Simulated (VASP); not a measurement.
A run of VASP 6.6.1:

Contents of INCAR:

```
SYSTEM = AlInSb2
PREC = Accurate ; ENCUT = 520
EDIFF = 1E-6 ; ISMEAR = 0
SIGMA = 0.03 ; LREAL = .FALSE.
LASPH = .TRUE. ; NELM = 100
ALGO = Fast ; ISIF = 2
LWAVE = .FALSE. ; LCHARG = .FALSE.
GGA = PS ; NBANDS = 21
```

File KPOINTS:

```
Automatic mesh
0
G
  8 8 6
  0 0 0
```

File POSCAR:

```
AlInSb2
1.0
    4.5679015066      0.0000000000      0.0000000000
    0.0000000000      4.5679015066      0.0000000000
    0.0000000000      0.0000000000      6.1783718175
Al In Sb
1 1 2
Direct
    0.0000000000      0.0000000000      0.0000000000
    0.5000000000      0.5000000000      0.5000000000
    0.0000000000      0.5000000000      0.2333653700
    0.5000000000      0.0000000000      0.7666346300
```

Potentials or basis: VASP PAW PBE potentials, release 64 (Al, In_d, Sb).

Launch:

```console
$ cat potpaw_PBE.64/Al/POTCAR potpaw_PBE.64/In_d/POTCAR potpaw_PBE.64/Sb/POTCAR > POTCAR
$ mpirun -np 1 vasp_std > vasp.out
```

Hardware: 1 thread of Intel(R) Xeon(R) Platinum 8488C (Sapphire Rapids) (shared host).

**Question.** Estimate the wall time of this run.

**Answer.** Run time: 2 min on 1 thread of Intel(R) Xeon(R) Platinum 8488C (Sapphire Rapids), on a shared host, peak memory 0.35 GiB. Counts: scf iterations 14, k points 60.
